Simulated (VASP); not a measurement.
Input of a VASP 6.6.1 run:

Contents of INCAR:

```
ALGO = Fast ; EDIFF = 1E-6
ENCUT = 520 ; ISIF = 2
ISMEAR = 0 ; LASPH = T
LCHARG = T ; LELF = T
LREAL = F ; LVHAR = T
LWAVE = F ; NBANDS = 16
NELM = 100 ; PREC = Accurate
SIGMA = 0.15
```

Contents of KPOINTS:

```
k-points
0
Gamma
  14 14 14
```

Contents of POSCAR:

```
YTe
1.0
    0.0000000000      3.0475000000      3.0475000000
    3.0475000000      0.0000000000      3.0475000000
    3.0475000000      3.0475000000      0.0000000000
Y Te
1 1
Direct
    0.0000000000      0.0000000000      0.0000000000
    0.5000000000      0.5000000000      0.5000000000
```

Potentials or basis: VASP PAW LDA potentials, release 64 (Y_sv, Te).

Command:

```sh
$ cat potpaw_LDA.64/Y_sv/POTCAR potpaw_LDA.64/Te/POTCAR > POTCAR
$ mpirun -np 1 vasp_std > vasp.out
```

Q: Estimate the pressure.

A: -2.1 GPa.

Q: Predict the band gap on the k mesh.

A: None (metal or under the smearing width).

Spin-orbit coupling is left out, which matters for the levels of Te.
